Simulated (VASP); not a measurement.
Runs of VASP 6.6.1 on CsSi2. The structure is hexagonal, space group P-6m2 (No. 187). The conventional cell has a = 6.372 Å, b = 6.372 Å, c = 4.479 Å, α = 90.00°, β = 90.00°, γ = 120.00°. Cs (site symmetry -6m2) has 6 Si at 3.85 Å as nearest neighbours. Si (site symmetry 3m) has 2 Si at 2.24 Å as nearest neighbours. The cell was built by a generator and needn't be a form met in nature.

```csv
task,level,cell,cutoff (eV),smearing,gap on the mesh (eV),pressure (GPa),relaxed volume (Å³/atom)
relaxation of cell and atoms,rev-vdW-DF2,relaxed,600,fermi-dirac 0.05 eV,none,0.0,(a)
relaxation of cell and atoms,vdW-DF-cx,relaxed,600,fermi-dirac 0.05 eV,none,0.0,49.15
relaxation of cell and atoms,RPBE,relaxed,600,fermi-dirac 0.05 eV,none,0.0,(b)
relaxation of cell and atoms,PBE,relaxed,600,fermi-dirac 0.05 eV,none,0.0,51.35
electrostatic potential,PBE+D3(BJ),as given,520,gaussian 0.05 eV,none,-1.2,-
```

Alike in all rows: potentials or basis VASP PAW PBE potentials, release 64 (Cs_sv, Si); no spin polarisation; k mesh 5 × 5 × 6.

**Question.** Estimate the missing entries.

**Answer.** (a) 49.29; (b) 54.20.

Caveats: the PAW data sets were made with another functional, which shifts forces and pressure a little (some runs); pairwise dispersion overbinds metals, which lowers pressure and volume (some runs).

A k mesh can miss the band edges, and the runs leave out spin-orbit coupling on Cs.

A gap of «none» marks a metal or a gap under the smearing width.

Not every run made on this cell is shown here.
